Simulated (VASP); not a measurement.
Data:

```
BN
1.0
    1.27533    -2.20894     0.00000
    1.27533     2.20894     0.00000
    0.00000     0.00000     4.21965
B N
2 2
Direct
  0.66667   0.33333   0.50034
  0.33333   0.66667   0.00034
  0.66667   0.33333   0.87466
  0.33333   0.66667   0.37466
```

Calculation: vdW-DF-cx, VASP's PBE PAW potentials (set 64) (plane waves; VASP 6.6.1). Run with 520 eV cut-off, Gaussian smearing of 0.050 eV, potentials B N.

Task: Give the energies of bands 3 to 11 at the high-symmetry points, in eV from the valence-band maximum.

Result: 
| band | Γ | M | K | A | L | H |
|---|---|---|---|---|---|---|
| 3 | -10.89 | -9.46 | -9.22 | -5.70 | -9.99 | -8.80 |
| 4 | -2.11 | -7.77 | -7.17 | -5.70 | -9.99 | -8.80 |
| 5 | -2.11 | -6.89 | -7.17 | -1.17 | -3.75 | -7.72 |
| 6 | -0.28 | -4.96 | -5.42 | -1.17 | -3.75 | -7.72 |
| 7 | 0.00 | -4.41 | -5.40 | -1.17 | -3.56 | -3.02 |
| 8 | 0.00 | -2.09 | -5.40 | -1.17 | -3.56 | -3.02 |
| 9 | 8.38 | 6.66 | 5.09 | 9.48 | 6.54 | 9.30 |
| 10 | 8.38 | 7.88 | 13.46 | 9.48 | 6.54 | 9.30 |
| 11 | 8.61 | 10.57 | 13.46 | 9.92 | 9.99 | 10.08 |

The gap is indirect, 5.09 eV, from the valence maximum at Γ to the conduction minimum at K.

The compound is BN in the wurtzite structure, a metastable high-pressure form. It was relaxed first.
